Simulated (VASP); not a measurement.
Here is the system:

```
CELL_PARAMETERS angstrom
      4.05000     0.00000     0.00000
      0.00000     4.05000     0.00000
      0.00000     0.00000     4.05000
ATOMIC_POSITIONS crystal
  K  0.00000 0.00000 0.00000
  Zn 0.50000 0.50000 0.50000
  F  0.50000 0.00000 0.50000
  F  0.00000 0.50000 0.50000
  F  0.50000 0.50000 0.00000
```

These are LDA (Ceperley-Alder, Perdew-Zunger), VASP's LDA PAW potentials (set 64) (plane waves; VASP) values and carry that method's errors. Settings: 400 eV cut-off, 4×4×4 Γ-centred mesh, Fermi-Dirac smearing of 0.050 eV, potentials K_sv Zn F.

At this cut-off the stress carries a Pulay error, which pulls relaxed volumes low.

Task: Give the stress tensor in GPa (positive for a compressed cell).

Result: 
```
-12.60    0.00    0.00
  0.00  -12.60    0.00
  0.00    0.00  -12.60
```
The pressure is its mean diagonal, -12.60 GPa.

The structure is a typed KZnF3 crystal. The cell was not relaxed at this level.
